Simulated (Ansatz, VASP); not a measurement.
# SrMg: VASP beside Ansatz, part 2 of 2

Aim: how closely do two programs agree when they are given the same cell, functional and k mesh? The cell is taken from a series of runs on this material, whose earlier steps may have relaxed, scaled, displaced or heated it; both programs get it as it stands.

VASP 6.6.1 and Ansatz 0.2.0.

So far: The starting structure; VASP: relaxation of cell and atoms, PBEsol; Ansatz: relaxation of cell and atoms, PBEsol; Comparison.

## (5) VASP: zone-centre phonons, PBEsol

Level of this step: PBEsol; plane waves and PAW (Sr_sv, Mg) (VASP).

Second derivatives magnify differences that forces hide, and they need a tight electronic threshold.

Input file INCAR:

```
SYSTEM = SrMg
PREC = Accurate
ENCUT = 600
EDIFF = 1E-08
NELM = 120
ISMEAR = 1
SIGMA = 0.2
LREAL = .FALSE.
ALGO = Normal
GGA = PS
NBANDS = 12
LORBIT = 11
LWAVE = .FALSE.
LCHARG = .FALSE.
ISIF = 2
IBRION = 8
LASPH = .TRUE.
GGA_COMPAT = .FALSE.
KPAR = 2
```

Input file POSCAR:

```
SrMg
1.0
    4.1282742471      0.0000000000      0.0000000000
    0.0000000000      4.1282742471      0.0000000000
    0.0000000000      0.0000000000      4.1282742471
Sr Mg
1 1
Direct
    0.5000000000      0.5000000000      0.5000000000
    0.0000000000      0.0000000000      0.0000000000
```

Input file KPOINTS:

```
Automatic mesh
0
Gamma
12 12 12
0 0 0
```

The projector-augmented-wave data sets are Sr_sv and Mg (PBE family, release 64).

The run is started by

```
mpirun -np 2 vasp_std
```

Numbers of over 12 decimals in the logs are rounded to 6 here.

The log of the run:

```text
[banner, memory and clock lines left out]
running    2 mpi-ranks, on    1 nodes
[...]
[... a notice as in an earlier step ...]

 LDA part: xc-table for (Slater+PW92), standard interpolation
 POSCAR, INCAR and KPOINTS ok, starting setup
[...]
entering main loop
       N       E                     dE             d eps       ncg     rms          rms(c)
DAV:   1     0.497360512169E+02    0.49736E+02   -0.58870E+03  2040   0.912E+02
DAV:   2    -0.135346935360E+00   -0.49871E+02   -0.48702E+02  2364   0.174E+02
DAV:   3    -0.362203579579E+01   -0.34867E+01   -0.34679E+01  3700   0.366E+01
DAV:   4    -0.370676272826E+01   -0.84727E-01   -0.84669E-01  2552   0.482E+00
[...]
DAV:  13    -0.368273415550E+01    0.70587E-07   -0.49127E-09  1744   0.469E-04    0.137E-04
DAV:  14    -0.368273410985E+01    0.45657E-07   -0.88906E-09  1912   0.398E-04    0.638E-05
DAV:  15    -0.368273410537E+01    0.44726E-08   -0.20201E-09  1448   0.259E-04
   1 F= -.36827341E+01 E0= -.36815306E+01  d E =-.361053E-02
[...]
RMM:  20    -0.296746525632E+00   -0.43856E-08   -0.31299E-07  9392   0.954E-05    0.978E-06
RMM:  21    -0.296746524826E+00    0.80648E-09   -0.19768E-07  8692   0.913E-05    0.106E-05
RMM:  22    -0.296746537767E+00   -0.12941E-07   -0.89950E-08  9255   0.889E-05    0.100E-05
 first order change of Fermi-energy  -0.19301E-04
 force on displaced ion       1 direction 1 :  -2.064  -0.000   0.000
 Linear response progress:
  Degree of freedom:   2/  2
       N       E                     dE             d eps       ncg     rms          rms(c)
RMM:   1    -0.226541525473E-02   -0.22654E-02   -0.13530E-03  9645   0.222E-01
RMM:   2    -0.219738052561E-02    0.68035E-04   -0.15299E-04  8948   0.445E-02    0.737E-02
RMM:   3    -0.220613187300E-02   -0.87513E-05   -0.26713E-05  8972   0.185E-02    0.390E-02
RMM:   4    -0.222081489993E-02   -0.14683E-04   -0.71557E-06  9081   0.123E-02    0.447E-03
[...]
RMM:   8    -0.222241957372E-02    0.33054E-07   -0.47155E-08 10934   0.284E-04    0.803E-05
RMM:   9    -0.222251431539E-02   -0.94742E-07    0.47781E-08 11172   0.134E-04    0.243E-05
RMM:  10    -0.222251266438E-02    0.16510E-08   -0.32272E-08 11519   0.658E-05    0.239E-05
 first order change of Fermi-energy  -0.12019E-03
 force on displaced ion       2 direction 1 :  -2.064  -0.000   0.000
 Linear response finished
```

Parts of OUTCAR (step 5):

```text
  Total        0.0092403      0.0092403      0.0092403      0.0000000      0.0000000      0.0000000
  in kB        0.2104213      0.2104213      0.2104213      0.0000000      0.0000000      0.0000000
  external PRESSURE =       0.2104213 kB  Pullay stress =       0.0000000 kB

 POSITION                                       TOTAL-FORCE (eV/Angst)
 -----------------------------------------------------------------------------------
      2.06414      2.06414      2.06414         0.000000      0.000000      0.000000
      0.00000      0.00000      0.00000         0.000000      0.000000      0.000000
 -----------------------------------------------------------------------------------
    total drift:                                0.000000      0.000000      0.000000

[... 2 further parts left out ...]
```

## (6) Ansatz: zone-centre phonons, PBEsol

The same cell, functional, mesh and smearing now go to Ansatz, which takes its cutoff from its data sets.

The cell is taken from a series of runs on this material, whose earlier steps may have relaxed, scaled, displaced or heated it; both programs get it as it stands.

Input file input.yaml:

```yaml
crystal:
  lattice:
    - [4.1282742471, 0.0, 0.0]
    - [0.0, 4.1282742471, 0.0]
    - [0.0, 0.0, 4.1282742471]
  atoms:
    - { symbol: Sr, position: [0.5, 0.5, 0.5] }
    - { symbol: Mg, position: [0.0, 0.0, 0.0] }
kpoints:
  mp_grid: { grid: [12, 12, 12] }
hamiltonian:
  xc: pbesol
  pseudopotentials: { kind: paw, azcp: { folder: soft_1 }, xc_functional: pbe }
scf:
  occupations: { method: methfessel_paxton, width: 0.2 }
output:
  eigenvalues: true
phonons:
  method: dfpt
```

The run is started by

```
ansatz run input.yaml --threads 4 --pin off --max-ram 10240MiB --backend cpu --events-out ev --progress --plain --runs-dir out
```

The log of the run:

```text
[...]
Crystal: 2 atoms, lattice volume = 70.357 Å³
Basis set: ecut = 420 eV, 1357 PW (Γ), exchange–correlation on 60×60×60 points (8 copies of the dense FFT grid, shifted against one another)
Bands: 14, of which v1, the nominal top of the filled ones, is band 10 counted from 1 (9 counted from 0)
Symmetry: 48 space group operations
k-points: 196 of 1728 (irreducible under 8 space group operations, time reversal used)
[...]
k mesh reduced under 8 symmetry operations, with k and −k counted as one. Each operation leaves every solved perturbation unchanged. A smaller set is not used because it would not reduce the number of displacements times k-points to solve
  ASR residual: 1.370e-4 → 0.000e0 eV/Å²; symmetrization residual: 1.821e-6 eV/Å²
  ASR residual per site (eV/Å²): 1.37e-4 5.04e-5
  Γ frequencies (cm⁻¹): 0.00 0.00 0.00 171.36 171.36 171.36
  non-analytic LO–TO correction: not included (Born effective charges unavailable; polar crystals: no LO–TO splitting at Γ)
[key lines of the parts left out:]
SCF converged after 10 iterations
Free energy (F): -5404.408845 eV
Fermi energy:    5.653529 eV
```

## (7) Differences

What differs besides the data sets and the points named for the pairs above, as far as they apply: the data sets hold 20 valence electrons in Ansatz (on its PAW soft_1 files) and 12 in VASP. Total energies have different zeros and are not compared.

Compared:

```tsv
quantity	Ansatz	VASP	difference
optical mode 1 to 3 (cm⁻¹)	171.4	171.8	-0.23 %
```

Modes are paired by rising frequency, not by their patterns, so a pair may set unlike modes beside each other; they are those without the splitting of longitudinal modes.

## (8) Summary of results

| Quantity | Value |
| --- | --- |
| difference in volume (relaxation of cell and atoms, PBEsol) | -0.21 % |
| r.m.s. difference of the optical zone-centre modes, each program's sorted by frequency (zone-centre phonons, PBEsol) | 0.40 cm⁻¹ |

In words: The difference in volume is -0.21 % (relaxation of cell and atoms, PBEsol), within the 1.2 % picked in this series as the mark of a large difference, as far as the stopping tolerances let one tell. The data sets hold unlike numbers of valence electrons (20 in Ansatz and 12 in VASP), so part of the differences comes from the potentials. Such differences can come from data sets, numerical settings and the points named under the comparisons, not from the functional's error against experiment.

[Lines on the potential files, build, host, timing and source positions are cut from VASP's logs without a mark.]

[Logs are printed without paths, hosts, clocks, repeated set-up lines and the standing remarks that a program may print on its own settings, such as how far it seeks lower states.]

[Hosts, paths, dates, database ids (printed as entryN), source tags and the programs' standing remarks are cut or masked in the printed files.]
